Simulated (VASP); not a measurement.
Output of a VASP run:

File OUTCAR:
```
 ion  position               nearest neighbor table
   1  0.000  0.000  0.000-   3 2.96   2 2.96   3 2.96   2 2.96   5 2.96   4 2.96   4 2.96   5 2.96
                             3 2.98   2 2.98   4 2.98   5 2.98
   2  0.200  0.399  0.599-   3 2.95   3 2.95   1 2.96   1 2.96   4 2.96   5 2.96   4 2.96   5 2.96
                             1 2.98   5 2.99   4 2.99   3 3.00
   3  0.800  0.601  0.401-   2 2.95   2 2.95   1 2.96   1 2.96   5 2.96   4 2.96   5 2.96   4 2.96
                             1 2.98   4 2.99   5 2.99   2 3.00
   4  0.399  0.800  0.199-   5 2.95   5 2.95   1 2.96   1 2.96   2 2.96   3 2.96   2 2.96   3 2.96
                             1 2.98   3 2.99   2 2.99   5 3.00
   5  0.601  0.200  0.801-   4 2.95   4 2.95   1 2.96   1 2.96   3 2.96   2 2.96   3 2.96   2 2.96
                             1 2.98   2 2.99   3 2.99   4 3.00
  LATTYP: Found a body centered tetragonal cell.
 ALAT       =     6.6860400000
 C/A-ratio  =     0.6181012976
 Subroutine PRICEL returns:
 Original cell was already a primitive cell.
 Subroutine GETGRP returns: Found  8 space group operations
The static configuration has the point symmetry C_4h.
The dynamic configuration has the point symmetry C_4h.
 Subroutine INISYM returns: Found  8 space group operations
 Subroutine IBZKPT returns following result:
 Found     36 irreducible k-points:

 Following reciprocal coordinates:
            Coordinates               Weight
  0.000000  0.000000  0.000000      1.000000
  0.166667 -0.000000  0.000000      8.000000
  0.333333 -0.000000  0.000000      8.000000
  0.500000 -0.000000  0.000000      4.000000
  0.166667  0.166667  0.000000      8.000000
  0.333333  0.166667  0.000000      8.000000
 -0.166667 -0.333333 -0.000000      8.000000
  0.500000  0.166667  0.000000      8.000000
 -0.166667  0.500000  0.000000      8.000000
 -0.333333  0.166667 -0.000000      8.000000
 -0.166667  0.333333  0.000000      8.000000
 -0.166667  0.166667  0.000000      4.000000
  0.333333  0.333333  0.000000      8.000000
  0.500000  0.333333 -0.000000      8.000000
 -0.333333  0.500000  0.000000      8.000000
 -0.333333  0.333333  0.000000      4.000000
  0.500000  0.500000  0.000000      2.000000
  0.166667  0.166667  0.166667      8.000000
  0.333333  0.166667  0.166667      8.000000
 -0.166667  0.166667  0.166667      4.000000
  0.333333  0.333333  0.166667      4.000000
 -0.333333  0.333333  0.166667      4.000000
 -0.333333  0.333333 -0.166667      4.000000
 -0.166667  0.333333  0.166667      8.000000
  0.500000  0.500000  0.166667      4.000000
 -0.333333  0.500000  0.166667      8.000000
  0.500000  0.333333 -0.166667      8.000000
 -0.166667  0.500000  0.166667      8.000000
 -0.333333 -0.333333  0.166667      8.000000
 -0.166667 -0.333333  0.166667      8.000000
 -0.166667 -0.166667  0.166667      2.000000
 -0.333333  0.333333  0.333333      4.000000
  0.500000  0.500000  0.333333      4.000000
 -0.333333  0.500000  0.333333      8.000000
 -0.333333 -0.333333  0.333333      2.000000
  0.500000  0.500000  0.500000      1.000000
   k-points           NKPTS =     36   k-points in BZ     NKDIM =     36   number of bands    NBANDS=     31
   number of dos      NEDOS =    301   number of ions     NIONS =      5
   total plane-waves  NPLWV =  27000
   dimension x,y,z NGX =    30 NGY =   30 NGZ =   30
   dimension x,y,z NGXF=    60 NGYF=   60 NGZF=   60
   ions per type =               1   4
   PREC   = accura    normal or accurate (medium, high low for compatibility)
   ISTART =      0    job   : 0-new  1-cont  2-samecut
   ICHARG =      2    charge: 1-file 2-atom 10-const
   ISPIN  =      1    spin polarized calculation?
   LNONCOLLINEAR =      F non collinear calculations
   LSORBIT =      F    spin-orbit coupling
   INIWAV =      1    electr: 0-lowe 1-rand  2-diag
   ENCUT  =  300.0 eV  22.05 Ry    4.70 a.u.   7.29  7.29  7.29*2*pi/ulx,y,z
   NELM   =    100;   NELMIN=  2; NELMDL= -5     # of ELM steps
   EDIFF  = 0.1E-05   stopping-criterion for ELM
   LREAL  =      F    real-space projection
   NLSPLINE    = F    spline interpolate recip. space projectors
   LMAXMIX     =    6 max onsite mixed and CHGCAR
...
```

**OSZICAR**
```
       N       E                     dE             d eps       ncg     rms          rms(c)
DAV:   1     0.239744732398E+03    0.23974E+03   -0.18805E+04  3691   0.126E+03
DAV:   2    -0.150889176209E+02   -0.25483E+03   -0.24493E+03  3593   0.438E+02
DAV:   3    -0.262582157615E+02   -0.11169E+02   -0.10877E+02  3647   0.787E+01
DAV:   4    -0.264449230666E+02   -0.18671E+00   -0.18614E+00  3228   0.824E+00
DAV:   5    -0.264523847519E+02   -0.74617E-02   -0.74595E-02  2946   0.121E+00    0.357E+01
DAV:   6    -0.238703781895E+02    0.25820E+01   -0.13871E+01  3600   0.312E+01    0.164E+01
DAV:   7    -0.237627941445E+02    0.10758E+00   -0.45676E-01  3593   0.589E+00    0.781E+00
DAV:   8    -0.237369686023E+02    0.25826E-01   -0.82221E-02  3616   0.335E+00    0.118E+00
DAV:   9    -0.237357028813E+02    0.12657E-02   -0.29606E-03  3481   0.445E-01    0.558E-01
DAV:  10    -0.237348945561E+02    0.80833E-03   -0.37822E-03  3680   0.702E-01    0.560E-02
DAV:  11    -0.237349086769E+02   -0.14121E-04   -0.11313E-04  3233   0.613E-02    0.449E-02
DAV:  12    -0.237349082342E+02    0.44272E-06   -0.45979E-06  2482   0.299E-02
   1 F= -.23734908E+02 E0= -.23704975E+02  d E =-.598671E-01
```

### OUTCAR
```
------------------------ aborting loop because EDIFF is reached ----------------------------------------
  FORCE on cell =-STRESS in cart. coord.  units (eV):
  Direction    XX          YY          ZZ          XY          YZ          ZX
  --------------------------------------------------------------------------------------
  Total       -2.6929469     -2.6929469     -2.6251861      0.0000001     -0.0000000      0.0000000
  in kB      -46.7091323    -46.7091323    -45.5338218      0.0000009     -0.0000000      0.0000000
  external PRESSURE =     -46.3173622 kB  Pullay stress =       0.0000000 kB
  volume of cell :       92.37
      direct lattice vectors                 reciprocal lattice vectors
    -3.343020000  3.343020000  2.066325000     0.000000000  0.149565363  0.241975488
     3.343020000 -3.343020000  2.066325000     0.149565363  0.000000000  0.241975488
     3.343020000  3.343020000 -2.066325000     0.149565363  0.149565363  0.000000000
 POSITION                                       TOTAL-FORCE (eV/Angst)
 -----------------------------------------------------------------------------------
      0.00000      0.00000      0.00000         0.000000      0.000000     -0.000000
      2.66659      1.33821      0.00000         0.008040      0.010149     -0.000000
      0.67643      2.00481      2.06632        -0.008040     -0.010149      0.000000
      2.00481     -0.67643      2.06632        -0.010149      0.008040     -0.000000
      1.33821      4.01945      0.00000         0.010149     -0.008040     -0.000000
 -----------------------------------------------------------------------------------
    total drift:                               -0.000000     -0.000000      0.000000
  FREE ENERGIE OF THE ION-ELECTRON SYSTEM (eV)
  ---------------------------------------------------
  free  energy   TOTEN  =       -23.7349082342 eV

  energy  without entropy=      -23.6750410939  energy(sigma->0) =      -23.70497466
```
(Selected blocks of OUTCAR.)

File POSCAR:
```
LuAu4
1
   -3.3430200000     3.3430200000     2.0663250000
    3.3430200000    -3.3430200000     2.0663250000
    3.3430200000     3.3430200000    -2.0663250000
Lu Au
1 4
Direct
  0.0000000000   0.0000000000   0.0000000000
  0.2001500000   0.3988300000   0.5989800000
  0.7998500000   0.6011700000   0.4010200000
  0.3988300000   0.7998500000   0.1986800000
  0.6011700000   0.2001500000   0.8013200000
```

**Question.** Reconstruct the remaining input files.

**Answer.** Several could match; the one computed here: the input of the run itself, PBEsol GGA, plane waves, VASP's PBE PAW potentials (set 64).

### INCAR
```
SYSTEM  =  LuAu4
PREC  =  Accurate; ENCUT  =  300; LREAL  =  .FALSE.
LASPH  =  .TRUE.
EDIFF  =  1E-6; NELM  =  100; ALGO  =  Normal
LMAXMIX  =  6
ISMEAR  =  -1; SIGMA  =  0.1
GGA  =  PS
ISIF  =  2
LWAVE  =  .FALSE.; LCHARG  =  .FALSE.
```

### KPOINTS
```
Automatic mesh
0
Gamma
6 6 6
0 0 0
```

POTCAR, in this order: Lu_3 Au (PBE.64 set). Program: vasp_std.

At this cut-off the stress carries a Pulay error, which pulls relaxed volumes low.

The structure comes from a computed database's LuAu4 entry (I4/m); how it stands against other phases isn't given here. The cell was not relaxed at this level. The electron count is odd and the run is not spin-polarised, which forces a metal.
